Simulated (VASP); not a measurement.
FeSi2Se4:

```
Se Fe Si
1.0
     3.60477    0.00000    0.00000
     0.00712    6.51341    0.00000
     1.73643    2.94514    7.37250
Se Fe Si
4 1 2
Direct
  0.39166 0.03684 0.22336
  0.87251 0.55017 0.26509
  0.60834 0.96316 0.77664
  0.12749 0.44983 0.73491
  0.00000 0.00000 0.00000
  0.42391 0.40553 0.15394
  0.57609 0.59447 0.84606
```

The cell comes from a database or a generator and needn't be the stable form of this composition.

```yaml
Program: VASP 6.6.1
Task: single point
Functional: PBE
Potentials_or_basis: VASP PAW PBE potentials, release 64 (Se, Fe, Si)
Cutoff: 520 eV
k_mesh: 8 × 5 × 4
Occupations: fermi-dirac, width 0.05 eV
Spin: collinear spin, ferromagnetic start
Starting_moments: "[0.0, 0.0, 0.0, 0.0, 3.0, 0.0, 0.0] μB"
```

On this cell: pressure 0.2 GPa; largest force 0.159 eV/Å; net moment 3.76 μB per cell; site moments Se +0.07, +0.04; Fe +3.27; Si +0.00 μB; band gap on the k mesh none (metal or under the smearing width).

The same run follows on a disturbed copy (atoms moved at random, drawn with an rms of 0.05 Å):

```
CELL_PARAMETERS angstrom
3.60477 0.00000 0.00000
0.00712 6.51341 0.00000
1.73643 2.94514 7.37250
ATOMIC_POSITIONS crystal
Se 0.39661 0.03119 0.22116
Se 0.87673 0.54459 0.26518
Se 0.60706 0.96512 0.77970
Se 0.12390 0.44075 0.73523
Fe 0.00658 0.99991 0.99645
Si 0.42902 0.40990 0.14907
Si 0.58531 0.59952 0.85136
```

Task: What does the disturbed cell give?

Result: The energy (extrapolated to zero smearing) moves by +19.0 meV/atom; pressure 0.3 GPa; largest force 1.722 eV/Å; net moment 3.74 μB per cell; site moments Se +0.07, +0.04, +0.05; Fe +3.25; Si -0.00, +0.00 μB; band gap on the k mesh none (metal or under the smearing width).

Forces on the atoms (eV/Å):
```
Se   0.012  0.553 -0.265
Se  -0.099  0.159  0.088
Se   0.051  0.042 -0.175
Se   0.334  0.815  0.506
Fe  -0.059  0.189  0.188
Si   0.083 -0.915  1.124
Si  -0.321 -0.843 -1.467
```

Stress tensor (GPa, compression positive):
```
-0.46 -0.38 -0.38
-0.38 -0.97 -0.42
-0.38 -0.42  2.29
```

Caveats: a cell with one magnetic atom can't hold antiferromagnetic order, which such compounds often take.
